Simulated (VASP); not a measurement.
Set up this calculation in VASP 6.6.1, as the native input.

* Task: single point
* Functional: r2SCAN
* Potentials or basis: VASP PAW PBE potentials, release 64 (B, Ce, Cd)
* Cutoff: 520 eV
* k mesh: 5 × 5 × 5
* Occupations: fermi-dirac, width 0.1 eV
* Spin: no spin polarisation
* Dipole correction: no
* Further INCAR settings: ALGO = Normal; EDIFF = 1e-06; NBANDS = 40

CeCdB2:

```
B Ce Cd
1.0
     4.10380    0.00000    0.00000
     2.05190   -7.95361    0.00000
     0.00000    0.00000   -3.67340
B Ce Cd
4 2 2
Cartesian
  2.0519 -0.5220 -2.7550
  4.1038 -7.4316 -0.9183
  2.0519 -2.2483 -2.7550
  4.1038 -5.7053 -0.9183
  2.0519 -6.5730 -2.7550
  4.1038 -1.3806 -0.9183
  4.1038 -4.0629 -2.7550
  2.0519 -3.8907 -0.9183
```

The cell was built by a generator and needn't be a form met in nature.

These files were run (other wordings do the same):

POSCAR

```
CeCdB2
1.0
    4.1037997738      0.0000001204      0.0000000000
    2.0519001202     -7.9536117756      0.0000000000
    0.0000000000      0.0000000000     -3.6733993851
B Ce Cd
4 2 2
Direct
    0.4671861507      0.0656276986      0.7500000000
    0.5328138493      0.9343723014      0.2500000000
    0.3586586157      0.2826827686      0.7500000000
    0.6413413843      0.7173172314      0.2500000000
    0.0867903718      0.8264192565      0.7500000000
    0.9132096282      0.1735807435      0.2500000000
    0.7445896316      0.5108207369      0.7500000000
    0.2554103684      0.4891792631      0.2500000000
```

INCAR.step1

```
SYSTEM = CeCdB2
PREC = Accurate
ENCUT = 520
ISMEAR = -1
SIGMA = 0.1
LREAL = .FALSE.
LASPH = .TRUE.
NELM = 100
NBANDS = 40
GGA = PE
ALGO = Normal
EDIFF = 1E-4
LWAVE = .TRUE.
LCHARG = .FALSE.
```

INCAR.step2

```
SYSTEM = CeCdB2
PREC = Accurate
ENCUT = 520
EDIFF = 1E-6
ISMEAR = -1
SIGMA = 0.1
LREAL = .FALSE.
LASPH = .TRUE.
NELM = 100
ALGO = Normal
ISIF = 2
LWAVE = .FALSE.
LCHARG = .TRUE.
METAGGA = R2SCAN
LMIXTAU = .TRUE.
LELF = .TRUE.
LVHAR = .TRUE.
NBANDS = 40
ISTART = 1
```

KPOINTS

```
Automatic mesh
0
G
  5 5 5
  0 0 0
```

Potentials or basis: VASP PAW PBE potentials, release 64 (B, Ce, Cd).

Run with:

```console
$ cat potpaw_PBE.64/B/POTCAR potpaw_PBE.64/Ce/POTCAR potpaw_PBE.64/Cd/POTCAR > POTCAR
$ cp INCAR.step1 INCAR
$ mpirun -np 1 vasp_std > vasp.out
$ cp INCAR.step2 INCAR
$ mpirun -np 1 vasp_std > vasp.out
```

Results of the run:

The pressure is 0.3 GPa and the largest force is 0.028 eV/Å. The band gap on the k mesh is none (metal or under the smearing width).

Caveat: the PAW data sets were made with another functional, which shifts forces and pressure a little; without U or exact exchange the open f shell lies at the Fermi level, which spoils levels, moments and volumes.

Wall time 5.7 min on 1 thread of Intel(R) Xeon(R) Platinum 8488C (Sapphire Rapids) (shared host), peak memory 0.33 GiB.
